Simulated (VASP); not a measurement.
# A VASP study of YB6 (LDA): structure first, properties next, part 2 of 6

Aim: relax YB6, then compute properties on the relaxed cell. The start is a computed cell from the Materials Project.

VASP 6.6.1; LDA; plane waves and PAW (Y_sv, B).

Still holding for the runs below: This run has no spin polarisation. Its electron count is odd, so without a moment it is a metal by construction.

So far. Step 2 (Relaxing cell and atoms (LDA)): It ends with a largest force of 0.001 eV/Å and a pressure of -0.04 GPa.

### Step 3. Second relaxation

A relaxation keeps the plane waves of the cell it began with, so it is repeated from the new cell, on a basis made for it.

File INCAR:

```
SYSTEM = YB6
PREC = Accurate
ENCUT = 420
EDIFF = 1E-06
NELM = 100
ISMEAR = 0
SIGMA = 0.05
LREAL = .FALSE.
ALGO = Normal
GGA = CA
NBANDS = 21
LASPH = .TRUE.
LORBIT = 11
LWAVE = .FALSE.
LCHARG = .FALSE.
KPAR = 4
IBRION = 2
NSW = 60
ISIF = 3
EDIFFG = -0.01
```

File POSCAR:

```
YB6
1.0
    4.0432794235      0.0000000000      0.0000000000
    0.0000000000      4.0432794235      0.0000000000
    0.0000000000      0.0000000000      4.0432794235
Y B
1 6
Direct
    0.0000000000      0.0000000000      0.0000000000
    0.8009732135      0.5000000000      0.5000000000
    0.1990267865      0.5000000000      0.5000000000
    0.5000000000      0.5000000000      0.8009732135
    0.5000000000      0.5000000000      0.1990267865
    0.5000000000      0.1990267865      0.5000000000
    0.5000000000      0.8009732135      0.5000000000
```

File KPOINTS:

```
Automatic mesh
0
Gamma
6 6 6
0 0 0
```

Potentials, in the order of the species: Y_sv and B (LDA family, release 64).

Run with:

```console
> mpirun -np 4 vasp_std
```

Log:

```text
[... set-up lines as in an earlier step ...]
 entering main loop
       N       E                     dE             d eps       ncg     rms          rms(c)
DAV:   1     0.690566852756E+02    0.69057E+02   -0.12489E+04   840   0.109E+03
DAV:   2    -0.601852704703E+02   -0.12924E+03   -0.12541E+03  1105   0.237E+02
DAV:   3    -0.643275233726E+02   -0.41423E+01   -0.40554E+01  1296   0.373E+01
DAV:   4    -0.644062289826E+02   -0.78706E-01   -0.78535E-01  1147   0.432E+00
DAV:   5    -0.644080368308E+02   -0.18078E-02   -0.18070E-02  1161   0.605E-01    0.156E+01
DAV:   6    -0.555697190347E+02    0.88383E+01   -0.14002E+01  1079   0.230E+01    0.140E+01
DAV:   7    -0.546418354359E+02    0.92788E+00   -0.72206E+00  1160   0.123E+01    0.130E+01
DAV:   8    -0.550879618394E+02   -0.44613E+00   -0.36097E+00   996   0.987E+00    0.438E+00
DAV:   9    -0.546027213861E+02    0.48524E+00   -0.17621E+00  1020   0.665E+00    0.332E-01
DAV:  10    -0.546124122272E+02   -0.96908E-02   -0.12131E-01  1068   0.164E+00    0.941E-01
DAV:  11    -0.546125354742E+02   -0.12325E-03   -0.23556E-03  1082   0.239E-01    0.494E-01
DAV:  12    -0.546121856286E+02    0.34985E-03   -0.75404E-04  1050   0.152E-01    0.223E-01
DAV:  13    -0.546121429307E+02    0.42698E-04   -0.18788E-04  1051   0.802E-02    0.442E-02
DAV:  14    -0.546121440102E+02   -0.10795E-05   -0.11244E-05  1081   0.189E-02    0.287E-02
DAV:  15    -0.546121426364E+02    0.13739E-05   -0.60578E-06  1093   0.124E-02    0.740E-03
DAV:  16    -0.546121425813E+02    0.55036E-07   -0.63533E-07   595   0.451E-03
   1 F= -.54612143E+02 E0= -.54611513E+02  d E =-.546121E+02
 curvature:   0.00 expect dE= 0.000E+00 dE for cont linesearch  0.000E+00
 trial: gam= 0.00000 g(F)=  0.120E-06 g(S)=  0.440E-05 ort = 0.000E+00 (trialstep = 0.100E+01)
 search vector abs. value=  0.452E-05
 reached required accuracy - stopping structural energy minimisation
```

The job ended after 7.4 s (4 MPI ranks of Intel Xeon 6975P-C (Granite Rapids), shared host; peak memory 0.58 GiB; 25 s of CPU time).

From OUTCAR (step 3):

```text
  LATTYP: Found a simple cubic cell.
 ALAT       =     4.0432794235

The static configuration has the point symmetry O_h .

 Found     20 irreducible k-points:

   ENCUT  =  420.0 eV  30.87 Ry    5.56 a.u.   6.76  6.76  6.76*2*pi/ulx,y,z

   NELECT =      29.0000    total number of electrons

 E-fermi :   6.8331

 k-point     1 :       0.0000    0.0000    0.0000
  band No.  band energies     occupation
    ...
     10      -0.2451      2.00000
     11      -0.2451      2.00000
     12       4.7611      2.00000
     13       4.7611      2.00000
     14       4.7611      2.00000
     15       7.8473      0.00000
     16       7.8473      0.00000
     17       7.9253      0.00000
     18       7.9253      0.00000
     19       7.9253      0.00000
    ...

 k-point     2 :       0.1667    0.0000    0.0000
  band No.  band energies     occupation
    ...
     11       0.9751      2.00000
     12       4.0809      2.00000
     13       4.0809      2.00000
     14       4.8969      2.00000
     15       6.0403      2.00000
     16       8.1057      0.00000
     17       8.6890      0.00000
     18       8.6890      0.00000
     19       9.5196      0.00000
     20       9.6634      0.00000
    ...

  Total       -0.0145841     -0.0145841     -0.0145841     -0.0000000      0.0000000     -0.0000000
  in kB       -0.3535001     -0.3535001     -0.3535001     -0.0000000      0.0000000     -0.0000000
  external PRESSURE =      -0.3535001 kB  Pullay stress =       0.0000000 kB

  energy-cutoff  :      420.00
  volume of cell :       66.10
      direct lattice vectors                 reciprocal lattice vectors
     4.043279423  0.000000000  0.000000000     0.247323990  0.000000000  0.000000000
     0.000000000  4.043279423  0.000000000     0.000000000  0.247323990  0.000000000
     0.000000000  0.000000000  4.043279423     0.000000000  0.000000000  0.247323990

 POSITION                                       TOTAL-FORCE (eV/Angst)
 -----------------------------------------------------------------------------------
      0.00000      0.00000      0.00000         0.000000      0.000000      0.000000
      3.23856      2.02164      2.02164        -0.000645      0.000000      0.000000
      0.80472      2.02164      2.02164         0.000645     -0.000000     -0.000000
      2.02164      2.02164      3.23856         0.000000      0.000000     -0.000645
      2.02164      2.02164      0.80472        -0.000000     -0.000000      0.000645
      2.02164      0.80472      2.02164        -0.000000      0.000645     -0.000000
      2.02164      3.23856      2.02164         0.000000     -0.000645      0.000000
 -----------------------------------------------------------------------------------
    total drift:                               -0.000000     -0.000000     -0.000000

  FREE ENERGIE OF THE ION-ELECTRON SYSTEM (eV)
  ---------------------------------------------------
  free  energy   TOTEN  =       -54.6121425813 eV

  energy  without entropy=      -54.6108838734  energy(sigma->0) =      -54.61151323

[... 6 parts as in an earlier step ...]

[... 6 further parts left out ...]
```

CONTCAR:

```
YB6
   1.00000000000000
     4.0432794234999996    0.0000000000000000    0.0000000000000000
     0.0000000000000000    4.0432794234999996    0.0000000000000000
     0.0000000000000000    0.0000000000000000    4.0432794234999996
  Y               B
     1     6
Direct
     0.0000000000000000    0.0000000000000000    0.0000000000000000
     0.8009732135000007    0.5000000000000000    0.5000000000000000
     0.1990267864999993    0.5000000000000000    0.5000000000000000
     0.5000000000000000    0.5000000000000000    0.8009732135000007
     0.5000000000000000    0.5000000000000000    0.1990267864999993
     0.5000000000000000    0.1990267864999993    0.5000000000000000
     0.5000000000000000    0.8009732135000007    0.5000000000000000
```

Little changed from the start: no atom moved by 0.005 Å and no cell edge by 0.1 %.

Numbers from this step:

| Property | Result |
| --- | --- |
| free energy (TOTEN) | -54.6121 eV |
| energy at zero smearing | -54.6115 eV |
| pressure | -0.03535 GPa |
| SCF cycles over all ionic steps | 16 |

It ends with a largest force of 0.001 eV/Å and a pressure of -0.04 GPa. The volume moved by under 0.01 %: the run met its threshold at the first step.

### Step 4. Single point with fields (LDA)

A single point on the relaxed cell gives a clean self-consistent state, with density, ELF and potential written out.

Edit INCAR of step 3 so:

```diff
@@ -14,7 +14,5 @@
 LWAVE = .FALSE.
-LCHARG = .FALSE.
-KPAR = 4
-IBRION = 2
-NSW = 60
-ISIF = 3
-EDIFFG = -0.01
+LCHARG = .TRUE.
+ISIF = 2
+LELF = .TRUE.
+LVHAR = .TRUE.
```

POSCAR is that of step 3.

KPOINTS is that of step 3.

Run with:

```console
> mpirun -np 4 vasp_std
```

Log:

```text
[banner, memory and clock lines left out]
running    4 mpi-ranks, on    1 nodes
 distrk:  each k-point on    4 cores,    1 groups
 distr:  one band on    1 cores,    4 groups

 POSCAR found type information on POSCAR Y B
 POSCAR found :  2 types and       7 ions
 LDA part: xc-table for (Slater(with rela. corr.)+CA(PZ))
 , standard interpolation
|                                                                             |
|           W    W    AA    RRRRR   N    N  II  N    N   GGGG   !!!           |
|           W    W   A  A   R    R  NN   N  II  NN   N  G    G  !!!           |
|           W    W  A    A  R    R  N N  N  II  N N  N  G       !!!           |
|           W WW W  AAAAAA  RRRRR   N  N N  II  N  N N  G  GGG   !            |
|           WW  WW  A    A  R   R   N   NN  II  N   NN  G    G                |
|           W    W  A    A  R    R  N    N  II  N    N   GGGG   !!!           |
|                                                                             |
|     The number of bands has been changed from the values supplied in        |
|     The orbitals not found in the WAVECAR file will be initialized with     |
|     random numbers, which is usually adequate. For correlated               |
|     calculations, however, you should redo the groundstate calculation.     |
|     I found NBANDS = 21. Now, NBANDS = 24.                                  |
|                                                                             |

 POSCAR, INCAR and KPOINTS ok, starting setup
 FFT: planning ... GRIDC
 FFT: planning ... GRID_SOFT
 FFT: planning ... GRID
 WAVECAR not read
 entering main loop
       N       E                     dE             d eps       ncg     rms          rms(c)
DAV:   1     0.633788817221E+02    0.63379E+02   -0.12144E+04   960   0.956E+02
DAV:   2    -0.600577654014E+02   -0.12344E+03   -0.11843E+03  1272   0.222E+02
DAV:   3    -0.643302613556E+02   -0.42725E+01   -0.42461E+01  1448   0.346E+01
DAV:   4    -0.644063372818E+02   -0.76076E-01   -0.76016E-01  1296   0.413E+00
DAV:   5    -0.644080673530E+02   -0.17301E-02   -0.17300E-02  1392   0.527E-01    0.156E+01
DAV:   6    -0.555875618313E+02    0.88205E+01   -0.94835E+00  1120   0.202E+01    0.138E+01
DAV:   7    -0.546470692970E+02    0.94049E+00   -0.51082E+00  1216   0.108E+01    0.128E+01
DAV:   8    -0.552627560428E+02   -0.61569E+00   -0.33086E+00  1080   0.946E+00    0.627E+00
DAV:   9    -0.546078995798E+02    0.65486E+00   -0.16495E+00  1032   0.687E+00    0.425E-01
DAV:  10    -0.546142793277E+02   -0.63797E-02   -0.10791E-01  1184   0.165E+00    0.154E+00
DAV:  11    -0.546137155290E+02    0.56380E-03   -0.16400E-03  1152   0.229E-01    0.951E-01
DAV:  12    -0.546121442231E+02    0.15713E-02   -0.44290E-03  1096   0.341E-01    0.198E-01
DAV:  13    -0.546121446122E+02   -0.38914E-06   -0.39139E-04  1152   0.100E-01    0.730E-02
DAV:  14    -0.546121439765E+02    0.63573E-06   -0.36362E-06  1216   0.108E-02
   1 F= -.54612144E+02 E0= -.54611515E+02  d E =-.125875E-02
```

The job ended after 6.8 s (4 MPI ranks; peak memory 0.46 GiB; 24 s of CPU time).

Parts of OUTCAR (step 4):

```text
The static configuration has the point symmetry O_h .

 Found     20 irreducible k-points:

   k-points           NKPTS =     20   k-points in BZ     NKDIM =     20   number of bands    NBANDS=     24

   NELECT =      29.0000    total number of electrons

 E-fermi :   6.8331

 k-point     1 :       0.0000    0.0000    0.0000
  band No.  band energies     occupation
    ...
     10      -0.2453      2.00000
     11      -0.2453      2.00000
     12       4.7612      2.00000
     13       4.7612      2.00000
     14       4.7612      2.00000
     15       7.8474      0.00000
     16       7.8474      0.00000
     17       7.9251      0.00000
     18       7.9251      0.00000
     19       7.9251      0.00000
    ...

 k-point     2 :       0.1667    0.0000    0.0000
  band No.  band energies     occupation
    ...
     11       0.9751      2.00000
     12       4.0809      2.00000
     13       4.0809      2.00000
     14       4.8970      2.00000
     15       6.0402      2.00000
     16       8.1057      0.00000
     17       8.6889      0.00000
     18       8.6889      0.00000
     19       9.5197      0.00000
     20       9.6635      0.00000
    ...

  Total       -0.0123962     -0.0123962     -0.0123962     -0.0000000      0.0000000      0.0000000
  in kB       -0.3004669     -0.3004669     -0.3004669     -0.0000000      0.0000000      0.0000000
  external PRESSURE =      -0.3004669 kB  Pullay stress =       0.0000000 kB

 POSITION                                       TOTAL-FORCE (eV/Angst)
 -----------------------------------------------------------------------------------
      0.00000      0.00000      0.00000         0.000000      0.000000      0.000000
      3.23856      2.02164      2.02164         0.001448      0.000000      0.000000
      0.80472      2.02164      2.02164        -0.001448     -0.000000      0.000000
      2.02164      2.02164      3.23856         0.000000      0.000000      0.001448
      2.02164      2.02164      0.80472         0.000000     -0.000000     -0.001448
      2.02164      0.80472      2.02164         0.000000     -0.001448      0.000000
      2.02164      3.23856      2.02164         0.000000      0.001448      0.000000
 -----------------------------------------------------------------------------------
    total drift:                               -0.000000     -0.000000     -0.000000

  FREE ENERGIE OF THE ION-ELECTRON SYSTEM (eV)
  ---------------------------------------------------
  free  energy   TOTEN  =       -54.6121439765 eV

  energy  without entropy=      -54.6108852303  energy(sigma->0) =      -54.61151460

 total charge
# of ion       s       p       d       f       tot
--------------------------------------------------
    1        2.107   6.204   0.943   0.061   9.315
    2        0.707   1.448   0.000   0.000   2.155
    3        0.707   1.448   0.000   0.000   2.155
    4        0.707   1.448   0.000   0.000   2.155
    5        0.707   1.448   0.000   0.000   2.155
    6        0.707   1.448   0.000   0.000   2.155
    7        0.707   1.448   0.000   0.000   2.155
--------------------------------------------------
tot          6.349  14.892   0.943   0.061  22.245

[... 7 parts as in an earlier step ...]

[... 5 further parts left out ...]
```

Numbers from this step:

```
SCF cycles : 14
bands      : 24
pressure   : -0.03005 GPa
```

Valence electrons inside each PAW sphere by angular momentum. Sphere charges, by row:

```tsv
atom	s (e)	p (e)	d (e)	f (e)	tot (e)
Y1	2.107	6.204	0.943	0.061	9.315
B2	0.707	1.448	0	0	2.155
B3	0.707	1.448	0	0	2.155
B4	0.707	1.448	0	0	2.155
B5	0.707	1.448	0	0	2.155
B6	0.707	1.448	0	0	2.155
B7	0.707	1.448	0	0	2.155
```

Electrostatic potential energy in the ac plane at fractional y = 0.500, with atoms of B within 0.2 Å of it. With pseudopotentials it is smooth inside the atoms' cores, unlike the true potential.

Values in eV, 14 rows by 14 columns, each cell a mean:
```
  1   1   1   1  -2  -9 -23 -26 -18  -6  -1   1   1   1
  1   1   1   0  -5 -22 -27 -22 -29 -16  -2   1   1   1
  1   1   0  -1  -8 -27 -17  -2 -27 -22  -3   0   1   1
  0  -1  -2  -3  -8 -23 -28 -23 -30 -18  -5  -3  -2  -1
 -4  -9 -20 -21 -14 -11 -21 -24 -17 -11 -18 -22 -16  -6
 -9 -23 -29 -28 -28 -13  -8  -8  -8 -17 -30 -27 -29 -18
-14 -29 -10  -5 -30 -18  -6  -6  -8 -24 -23  -2 -22 -26
-11 -28 -22 -19 -30 -16  -7  -6  -8 -21 -28 -17 -27 -23
 -5 -12 -26 -27 -18 -11 -16 -18 -13 -11 -23 -27 -22  -9
 -1  -3  -7  -8  -8 -18 -30 -30 -28 -14  -8  -8  -5  -2
  1   1   0  -2  -8 -27 -19  -5 -28 -21  -3  -1   0   1
  1   1   1   0  -7 -26 -22 -10 -29 -20  -2   0   1   1
  1   1   1   1  -3 -12 -28 -29 -23  -9  -1   1   1   1
  1   1   1   1  -1  -5 -11 -14  -9  -4   0   1   1   1
```
Columns run along a (4.0 Å; values clipped at the 3rd and 97th percentile), rows up along c (4.0 Å). Atoms in or near the plane, at fractional coordinates: B at (0.80, 0.50), B at (0.20, 0.50), B at (0.50, 0.80), B at (0.50, 0.20).

ELF in the ac plane at fractional y = 0.500, with atoms of B within 0.2 Å of it. It is the smooth field of the valence electrons, not physical close to the nuclei.

Ten even steps from '0' (0.02) to '9' (0.94), each cell a mean:
```
11236788875311
11245533455321
33456400156533
55568621477655
87458754687557
97225643564148
97002432341038
97104533452038
87457754676457
76568742588656
33466500256543
22345410245422
11236777775311
01237899985311
```
Columns run along a (4.0 Å), rows up along c (4.0 Å). Atoms in or near the plane, at fractional coordinates: B at (0.80, 0.50), B at (0.20, 0.50), B at (0.50, 0.80), B at (0.50, 0.20).

Valence density in the ac plane at fractional y = 0.500, with atoms of B within 0.2 Å of it. It is the smooth field of the valence electrons, not physical close to the nuclei.

Ten even steps from '_' (0.1 e/Å³) to '@' (1.1 e/Å³), each cell a mean:
```
______..::++%%@@##==..______
______..--++####**==::..____
____..::==++++==++++--::..__
..::::--++####**##**==--::..
====++++############**++====
####****####**++**####++**##
@@@@++==####++==++##**==##@@
%%%%**++####++++**####++##%%
++++++**##############++++++
::::--==**##########++==--::
......::==**++==**++--::....
______..--++**++**++::..____
______..::++%%@@##==::______
______..::++%%@@##==..______
```
Columns run along a (4.0 Å), rows up along c (4.0 Å). Atoms in or near the plane, at fractional coordinates: B at (0.80, 0.50), B at (0.20, 0.50), B at (0.50, 0.80), B at (0.50, 0.20).

In this run the pressure is -0.03 GPa, small enough to go on.

(Continued in part 3 of 6.)

[Lines on the potential files, build, host, timing and source positions are cut from VASP's logs without a mark.]

[Logs are printed without paths, hosts, clocks, repeated set-up lines and the standing remarks that a program may print on its own settings, such as how far it seeks lower states.]

[Hosts, paths, dates, database ids (printed as entryN), source tags and the programs' standing remarks are cut or masked in the printed files.]

[A measured line is paired with the nearest computed mode of its activity, which favours agreement.]
